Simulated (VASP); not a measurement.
# Y3F (P6/mmm) in VASP: further runs, part 3 of 3

VASP 6.6.1. The steps go on from the part before.

**4. Band structure, PBEsol**

Input file INCAR:

```
PREC = Accurate
ENCUT = 520
EDIFF = 1E-6
ISMEAR = -1
SIGMA = 0.05
LREAL = F
LASPH = T
NELM = 80
ALGO = Fast
ISIF = 2
LWAVE = F
LCHARG = F
LMAXMIX = 4
GGA = PS
```

Input file KPOINTS:

```
regular mesh
0
Gamma
  4 4 6
```

Input file POSCAR:

```
Y3F
1.0
    6.2666500000      0.0000000000      0.0000000000
   -3.1333300000      5.4270800000      0.0000000000
    0.0000000000      0.0000000000      3.3619900000
Y F
3 1
Direct
    0.5000000000      0.0000000000      0.0000000000
    0.0000000000      0.5000000000      0.0000000000
    0.5000000000      0.5000000000      0.0000000000
    0.0000000000      0.0000000000      0.0000000000
```

Input file KPOINTS_OPT:

```
path GMKGALHA,LM,KH
10
line-mode
reciprocal
 0.0000000000  0.0000000000  0.0000000000  G
 0.5000000000  0.0000000000  0.0000000000  M

 0.5000000000  0.0000000000  0.0000000000  M
 0.3333333333  0.3333333333  0.0000000000  K

 0.3333333333  0.3333333333  0.0000000000  K
 0.0000000000  0.0000000000  0.0000000000  G

 0.0000000000  0.0000000000  0.0000000000  G
 0.0000000000  0.0000000000  0.5000000000  A

 0.0000000000  0.0000000000  0.5000000000  A
 0.5000000000  0.0000000000  0.5000000000  L

 0.5000000000  0.0000000000  0.5000000000  L
 0.3333333333  0.3333333333  0.5000000000  H

 0.3333333333  0.3333333333  0.5000000000  H
 0.0000000000  0.0000000000  0.5000000000  A

 0.5000000000  0.0000000000  0.5000000000  L
 0.5000000000  0.0000000000  0.0000000000  M

 0.3333333333  0.3333333333  0.0000000000  K
 0.3333333333  0.3333333333  0.5000000000  H
```

Potentials or basis: VASP PAW PBE potentials, release 64 (Y_sv, F).

Started as:

```console
> cat potpaw_PBE.64/Y_sv/POTCAR potpaw_PBE.64/F/POTCAR > POTCAR
> mpirun -np 1 vasp_std > vasp.out
```

OUTCAR:

```text
PREC = Accurate
   ENCUT = 520
   EDIFF = 1E-6
   ISMEAR = -1
   LREAL = F
   LASPH = T
   NELM = 80
   ISIF = 2
   GGA = PS

 ion  position               nearest neighbor table
   1  0.500  0.000  0.000-   2 3.13   2 3.13   3 3.13   3 3.13
   2  0.000  0.500  0.000-   1 3.13   1 3.13   3 3.13   3 3.13
   3  0.500  0.500  0.000-   2 3.13   2 3.13   1 3.13   1 3.13
   4  0.000  0.000  0.000-

  LATTYP: Found a hexagonal cell.
 ALAT       =     6.2666500000
 C/A-ratio  =     0.5364891928

  Lattice vectors:

 A1 = (   6.2666500000,   0.0000000000,   0.0000000000)
 A2 = (  -3.1333300000,   5.4270800000,   0.0000000000)
 A3 = (   0.0000000000,   0.0000000000,   3.3619900000)

Analysis of symmetry for initial positions (statically):
=====================================================================
 Subroutine PRICEL returns:
 Original cell was already a primitive cell.

 Routine SETGRP: Setting up the symmetry group for a
 hexagonal supercell.

 Subroutine GETGRP returns: Found 24 space group operations
 (whereof 24 operations were pure point group operations)
[... 159 lines left out ...]
  energy without entropy =      -22.67110947  energy(sigma->0) =      -22.69843460

 E-fermi :   2.3477     XC(G=0):  -9.1960

 val. band max:        2.3307597429   @ k =   0.2500   0.0000   0.0000
 cond. band min:       2.4035924067   @ k =   0.2500   0.2500   0.0000
 fundamental gap:      0.0728326638
 Fermi energy:         2.3476618536

 k-point     1 :       0.0000    0.0000    0.0000
  band No.  band energies     occupation
      1     -40.6020      2.00000
      2     -40.4435      2.00000
      3     -40.4435      2.00000
      4     -21.2718      2.00000
      5     -20.9439      2.00000
      6     -20.9439      2.00000
[... 421 lines left out ...]
     23       3.6365      0.00000
     24       3.9638      0.00000

------------------------ aborting loop because EDIFF is reached ----------------------------------------

  FORCE on cell =-STRESS in cart. coord.  units (eV):
  Direction    XX          YY          ZZ          XY          YZ          ZX
  --------------------------------------------------------------------------------------
  -------------------------------------------------------------------------------------
  Total       -1.5738389     -1.5738400     -1.4163385      0.0000014      0.0000000      0.0000000
  in kB      -22.0532589    -22.0532743    -19.8463008      0.0000203      0.0000000      0.0000000
  external PRESSURE =     -21.3176113 kB  Pullay stress =       0.0000000 kB

 VOLUME and BASIS-vectors are now :
 -----------------------------------------------------------------------------
  energy-cutoff  :      520.00
  volume of cell :      114.34
      direct lattice vectors                 reciprocal lattice vectors
     6.266650000  0.000000000  0.000000000     0.159574892  0.092130722  0.000000000
    -3.133330000  5.427080000  0.000000000     0.000000000  0.184261150  0.000000000
     0.000000000  0.000000000  3.361990000     0.000000000  0.000000000  0.297442884

 POSITION                                       TOTAL-FORCE (eV/Angst)
 -----------------------------------------------------------------------------------
      3.13333      0.00000      0.00000        -0.000000      0.000000      0.000000
     -1.56666      2.71354      0.00000        -0.000000      0.000000      0.000000
      1.56666      2.71354      0.00000         0.000000      0.000000      0.000000
      0.00000      0.00000      0.00000        -0.000000      0.000000      0.000000
 -----------------------------------------------------------------------------------
    total drift:                               -0.000000      0.000000      0.000000

  FREE ENERGIE OF THE ION-ELECTRON SYSTEM (eV)
  ---------------------------------------------------
  free  energy   TOTEN  =       -22.7257597212 eV

  energy  without entropy=      -22.6711094700  energy(sigma->0) =      -22.69843460
```

OSZICAR:

```text
N       E                     dE             d eps       ncg     rms          rms(c)
DAV:   1     0.221602177845E+03    0.22160E+03   -0.20180E+04   776   0.157E+03
DAV:   2    -0.699721456282E+00   -0.22230E+03   -0.22052E+03   896   0.363E+02
DAV:   3    -0.233458261999E+02   -0.22646E+02   -0.22491E+02  1304   0.717E+01
DAV:   4    -0.245428030935E+02   -0.11970E+01   -0.11894E+01  1040   0.159E+01
DAV:   5    -0.245812015006E+02   -0.38398E-01   -0.38371E-01  1136   0.267E+00    0.336E+01
RMM:   6    -0.228295904099E+02    0.17516E+01   -0.57702E+00   860   0.107E+01    0.198E+01
RMM:   7    -0.226669274511E+02    0.16266E+00   -0.22392E+00   931   0.721E+00    0.524E+00
RMM:   8    -0.227282362218E+02   -0.61309E-01   -0.50788E-01  1115   0.309E+00    0.148E+00
RMM:   9    -0.227224255559E+02    0.58107E-02   -0.76725E-02  1009   0.150E+00    0.514E-01
RMM:  10    -0.227245544496E+02   -0.21289E-02   -0.31619E-02  1173   0.792E-01    0.278E-01
[... 61 further cycles ...]
DAV:   2    -0.190107680977E+04   -0.22009E+04      544
DAV:   3    -0.213213086851E+04   -0.23105E+03      872
DAV:   4    -0.214548168201E+04   -0.13351E+02      688
DAV:   5    -0.214593017104E+04   -0.44849E+00      720
DAV:   6    -0.214594553903E+04   -0.15368E-01      696
DAV:   7    -0.214594646565E+04   -0.92662E-03      720
DAV:   8    -0.214594656890E+04   -0.10325E-03      640
DAV:   9    -0.214594658153E+04   -0.12631E-04      464
DAV:  10    -0.214594658267E+04   -0.11357E-05      440
DAV:  11    -0.214594658277E+04   -0.99398E-07      352
```

stdout:

```text
POSCAR found type information on POSCAR Y F
 POSCAR found :  2 types and       4 ions
 scaLAPACK will be used
 -----------------------------------------------------------------------------
|                                                                             |
|                                                                             |
|     You enforced a specific xc type in the INCAR file but a different       |
|     I HOPE YOU KNOW WHAT YOU ARE DOING!                                     |
|                                                                             |
 -----------------------------------------------------------------------------

 LDA part: xc-table for (Slater+PW92), standard interpolation
 POSCAR, INCAR and KPOINTS ok, starting setup
 FFT: planning ... GRIDC
 FFT: planning ... GRID_SOFT
 FFT: planning ... GRID
 WAVECAR not read
 entering main loop
WARNING in EDDRMM: call to ZHEGV failed, returncode =   8  4     12
WARNING in EDDRMM: call to ZHEGV failed, returncode =   8  4      7
WARNING in EDDRMM: call to ZHEGV failed, returncode =   6  3     12
WARNING in EDDRMM: call to ZHEGV failed, returncode =   8  4     21
WARNING in EDDRMM: call to ZHEGV failed, returncode =   6  3     22
WARNING in EDDRMM: call to ZHEGV failed, returncode =   8  4     21
 Start KPOINTS_OPT (optional k-point list driver)
k-point batch [1-16\90]
k-point batch [17-32\90]
k-point batch [33-48\90]
k-point batch [49-64\90]
k-point batch [65-80\90]
k-point batch [81-90\90]
```

Run time: 1.7 min. Hardware: 1 thread of Intel Xeon 6975P-C (Granite Rapids), shared host; peak memory 0.28 GiB.

Results:

```yaml
Free_energy: -22.7258 eV
Pressure: -2.1 GPa
Band_gap_along_the_path: none (metal or under the smearing width)
```

Levels at the corners of the path, in eV from the Fermi level:
```csv
point,band 17,band 18,band 19,band 20,band 21,band 22,band 23,band 24
Γ,-3.31,-1.23,-1.09,-1.09,-0.04,0.28,0.28,1.54
M,-2.73,-1.91,-0.39,-0.34,0.22,0.61,0.89,1.11
M,-2.73,-1.91,-0.39,-0.34,0.22,0.61,0.89,1.11
K,-2.21,-2.21,-0.68,0.17,0.17,0.17,1.26,1.30
K,-2.21,-2.21,-0.68,0.17,0.17,0.17,1.26,1.30
Γ,-3.31,-1.23,-1.09,-1.09,-0.04,0.28,0.28,1.54
Γ,-3.31,-1.23,-1.09,-1.09,-0.04,0.28,0.28,1.54
A,-2.13,-1.97,-0.64,-0.64,-0.07,-0.07,0.52,0.63
A,-2.13,-1.97,-0.64,-0.64,-0.07,-0.07,0.52,0.63
L,-1.50,-0.75,-0.67,-0.25,0.24,1.00,1.15,1.37
L,-1.50,-0.75,-0.67,-0.25,0.24,1.00,1.15,1.37
H,-1.10,-1.10,-0.28,0.24,0.24,0.74,0.74,0.82
H,-1.10,-1.10,-0.28,0.24,0.24,0.74,0.74,0.82
A,-2.13,-1.97,-0.64,-0.64,-0.07,-0.07,0.52,0.63
L,-1.50,-0.75,-0.67,-0.25,0.24,1.00,1.15,1.37
M,-2.73,-1.91,-0.39,-0.34,0.22,0.61,0.89,1.11
K,-2.21,-2.21,-0.68,0.17,0.17,0.17,1.25,1.30
H,-1.10,-1.10,-0.28,0.24,0.24,0.74,0.74,0.82
```

Caveat: the PAW data sets were made with another functional, which shifts forces and pressure a little.

**5. Summary**

| level | potentials or basis | pressure (GPa) |
| --- | --- | --- |
| LDA | VASP PAW LDA potentials, release 64 (Y_sv, F) | -3.8 |
| PBE | VASP PAW PBE potentials, release 64 (Y_sv, F) | -0.2 |
| PBEsol | VASP PAW PBE potentials, release 64 (Y_sv, F) | -2.1 |

Alike in all rows: task band structure; no spin polarisation; cell as given; k mesh 4 × 4 × 6; cutoff (eV) 520; smearing fermi-dirac 0.05 eV.

Caveats: the PAW data sets were made with another functional, which shifts forces and pressure a little (some runs).

Total energies depend on the potentials used, so only differences within one code and one set of settings carry meaning.
